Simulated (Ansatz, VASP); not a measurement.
# Sn2TeS: VASP beside Ansatz, part 2 of 2

Aim: how closely do two programs agree when they are given the same cell, functional and k mesh? The cell is invented: As first built, before any earlier steps moved the atoms (in the runner's words): it takes the SnS structure with some of its atoms replaced by other elements, volume scaled by an estimate. It may not be a known or stable phase. The cell is taken from a series of VASP runs on this material, whose earlier steps may have relaxed, scaled or displaced it; both programs get it as it stands.

VASP 6.6.1 and Ansatz 0.2.0.

So far. Step 2 (VASP: single point, PBEsol with D3(BJ)): The run ends at a pressure of -0.01 GPa. Step 3 (Ansatz: single point, PBEsol with D3(BJ)): The run ends at a pressure of -0.02 GPa.

## 6. VASP: band structure, PBEsol with D3(BJ), spin-orbit coupling

Level of this step: PBEsol with D3(BJ), spin-orbit coupling; plane waves and PAW (Te, Sn_d, S); invented cell (VASP).

The same cell, functional, mesh and smearing now go to VASP, with its own data sets and cutoff.

INCAR

```
SYSTEM = Sn2TeS
PREC = Accurate
ENCUT = 400
EDIFF = 1E-06
NELM = 100
ISMEAR = 0
SIGMA = 0.05
LREAL = .FALSE.
ALGO = Normal
GGA = PS
IVDW = 12
LNONCOLLINEAR = .TRUE.
MAGMOM = 0 0 0 0 0 0 0 0 0 0 0 0
NBANDS = 52
GGA_COMPAT = .FALSE.
LASPH = .TRUE.
LSORBIT = .TRUE.
LORBIT = 11
LWAVE = .FALSE.
LCHARG = .FALSE.
KPAR = 2
```

POSCAR

```
Sn2TeS
1.0
    4.2211749133      0.0000000000      0.0000000000
    0.0000000000      4.2211749133      0.0000000000
    0.0000000000      0.0000000000      5.9736767881
Te Sn S
1 2 1
Direct
    0.5000000000      0.5000000000      0.5000000000
    0.5000000000      0.5000000000      0.0000000000
    0.0000000000      0.0000000000      0.5000000000
    0.0000000000      0.0000000000      0.0000000000
```

KPOINTS

```
Automatic mesh
0
Gamma
4 4 3
0 0 0
```

KPOINTS_OPT

```
Line mode
16
Line-mode
Reciprocal
  0.00000000   0.00000000   0.00000000 GAMMA
  0.00000000   0.50000000   0.00000000 X

  0.00000000   0.50000000   0.00000000 X
  0.50000000   0.50000000   0.00000000 M

  0.50000000   0.50000000   0.00000000 M
  0.00000000   0.00000000   0.00000000 GAMMA

  0.00000000   0.00000000   0.00000000 GAMMA
  0.00000000   0.00000000   0.50000000 Z

  0.00000000   0.00000000   0.50000000 Z
  0.00000000   0.50000000   0.50000000 R

  0.00000000   0.50000000   0.50000000 R
  0.50000000   0.50000000   0.50000000 A

  0.50000000   0.50000000   0.50000000 A
  0.00000000   0.00000000   0.50000000 Z

  0.00000000   0.50000000   0.00000000 X
  0.00000000   0.50000000   0.50000000 R

  0.50000000   0.50000000   0.00000000 M
  0.50000000   0.50000000   0.50000000 A
```

PAW data sets: Te, Sn_d and S (PBE family, release 64).

Run with:

```
$ mpirun -np 2 vasp_ncl
```

Numbers of over 12 decimals in the logs are rounded to 6 here.

What it wrote:

```text
[banner, memory and clock lines left out]
running    2 mpi-ranks, on    1 nodes
[...]
[... a notice as in an earlier step ...]

 LDA part: xc-table for (Slater+PW92), standard interpolation
 POSCAR, INCAR and KPOINTS ok, starting setup
[...]
entering main loop
       N       E                     dE             d eps       ncg     rms          rms(c)
DAV:   1     0.379040942591E+03    0.37904E+03   -0.15604E+04  1296   0.168E+03
DAV:   2     0.469655064314E+02   -0.33208E+03   -0.31896E+03  1248   0.483E+02
DAV:   3    -0.135657062028E+02   -0.60531E+02   -0.57562E+02  1476   0.179E+02
DAV:   4    -0.179123381990E+02   -0.43466E+01   -0.42272E+01  1488   0.492E+01
[...]
DAV:  11    -0.177181113881E+02   -0.26556E-04   -0.34890E-04  1456   0.138E-01    0.571E-02
DAV:  12    -0.177181136728E+02   -0.22846E-05   -0.45738E-05  1392   0.432E-02    0.379E-02
DAV:  13    -0.177181135651E+02    0.10763E-06   -0.56602E-06  1376   0.137E-02
   1 F= -.19168748E+02 E0= -.19168674E+02  d E =-.146223E-03  mag=     0.0000    -0.0000    -0.0000
 Start KPOINTS_OPT (optional k-point list driver)
k-point batch [1-12\144]
       N       E                     dE             ncg
DAV:   1     0.173745981121E+04   -0.51628E+03     1368
DAV:   2    -0.230317027119E+04   -0.40406E+04     1248
DAV:   3    -0.307761074458E+04   -0.77444E+03     1492
DAV:   4    -0.312576064088E+04   -0.48150E+02     1512
DAV:   5    -0.312738135216E+04   -0.16207E+01     1732
DAV:   6    -0.312742939382E+04   -0.48042E-01     1800
DAV:   7    -0.312743056278E+04   -0.11690E-02     1884
DAV:   8    -0.312743058012E+04   -0.17337E-04     1808
DAV:   9    -0.312743058050E+04   -0.38311E-06     1012
[...]
k-point batch [133-144\144]
       N       E                     dE             ncg
DAV:   1     0.156938289245E+04   -0.12490E+05     1284
DAV:   2    -0.252320571086E+04   -0.40926E+04     1256
DAV:   3    -0.321762168163E+04   -0.69442E+03     1464
DAV:   4    -0.326229018006E+04   -0.44668E+02     1488
DAV:   5    -0.326389408600E+04   -0.16039E+01     1688
DAV:   6    -0.326394034969E+04   -0.46264E-01     1656
DAV:   7    -0.326394148835E+04   -0.11387E-02     1860
DAV:   8    -0.326394150459E+04   -0.16236E-04     1640
DAV:   9    -0.326394150494E+04   -0.35210E-06      988
```

Parts of OUTCAR (step 6):

```text
 Edisp (eV)   -1.45063

  Total       0.21877     0.21877    -1.04902     0.00000     0.00000     0.00000
  in kB       3.29301     3.29301   -15.79015     0.00000     0.00000     0.00000
  external pressure =       -3.07 kB  Pullay stress =        0.00 kB

 POSITION                                       TOTAL-FORCE (eV/Angst)
 -----------------------------------------------------------------------------------
      2.11059      2.11059      2.98684         0.000000      0.000000      0.000000
      2.11059      2.11059      0.00000         0.000000      0.000000      0.000000
      0.00000      0.00000      2.98684         0.000000      0.000000      0.000000
      0.00000      0.00000      0.00000         0.000000      0.000000      0.000000
 -----------------------------------------------------------------------------------
    total drift:                                0.000000      0.000000     -0.000000

  FREE ENERGIE OF THE ION-ELECTRON SYSTEM (eV)
  ---------------------------------------------------
  free  energy   TOTEN  =       -19.1687475131 eV

  energy  without entropy=      -19.1686012896  energy(sigma->0) =      -19.16867440

 magnetization (x)
# of ion       s       p       d       tot
------------------------------------------
    1        0.000   0.000  -0.000  -0.000
    2        0.000   0.000  -0.000  -0.000
    3       -0.000   0.000   0.000  -0.000
    4        0.000   0.000   0.000   0.000
--------------------------------------------------
tot         -0.000   0.000  -0.000  -0.000

 magnetization (y)
# of ion       s       p       d       tot
------------------------------------------
    1        0.000   0.000   0.000   0.000
    2        0.000  -0.000   0.000  -0.000
    3        0.000   0.000   0.000   0.000
    4        0.000   0.000   0.000   0.000
--------------------------------------------------
tot          0.000  -0.000   0.000   0.000

 magnetization (z)
# of ion       s       p       d       tot
------------------------------------------
    1        0.000   0.000  -0.000  -0.000
    2        0.000   0.000  -0.000  -0.000
    3       -0.000   0.000   0.000  -0.000
    4        0.000   0.000   0.000   0.000
--------------------------------------------------
tot         -0.000   0.000  -0.000  -0.000

[... 1 part as in an earlier step ...]

[... 2 further parts left out ...]
[key lines of the parts left out:]
E-fermi :   7.1803
```

The run ends at a pressure of -0.31 GPa.

## 7. Differences

What differs besides the data sets and the points named for the pairs above, as far as they apply: spin-orbit coupling enters by fully relativistic files in Ansatz and inside the spheres in VASP; the data sets hold 50 valence electrons in Ansatz (fully relativistic PAW (standard-fr) files) and 40 in VASP. Total energies have different zeros and are not compared.

Both answers:

```tsv
quantity	Ansatz	VASP	difference
pressure (GPa)	-0.37	-0.31	-0.07
```

Levels from 3 eV below to 2 eV above the Fermi level differ by 5 meV r.m.s. and 15 meV at most; each VASP level is matched to the nearest of Ansatz, which flatters the figure a little. Ansatz's pressure holds a Pulay correction of 0.03 GPa; VASP's holds none.

## 8. Results

```
difference in gap on the k mesh (single point, PBEsol with D3(BJ))                                         : 0.0042 eV
r.m.s. difference of levels near the Fermi level (band structure, PBEsol with D3(BJ), spin-orbit coupling) : 4.6 meV
```

The r.m.s. difference of levels near the Fermi level is 4.6 meV (band structure, PBEsol with D3(BJ), spin-orbit coupling), within the 80 meV picked in this series as the mark of a large difference. Such differences can come from data sets, numerical settings and the points named under the comparisons, not from the functional's error against experiment.

[Lines on the potential files, build, host, timing and source positions are cut from VASP's logs without a mark.]

[Logs are printed without paths, hosts, clocks, repeated set-up lines and the standing remarks that a program may print on its own settings, such as how far it seeks lower states.]

[Hosts, paths, dates, database ids (printed as entryN), source tags and the programs' standing remarks are cut or masked in the printed files.]
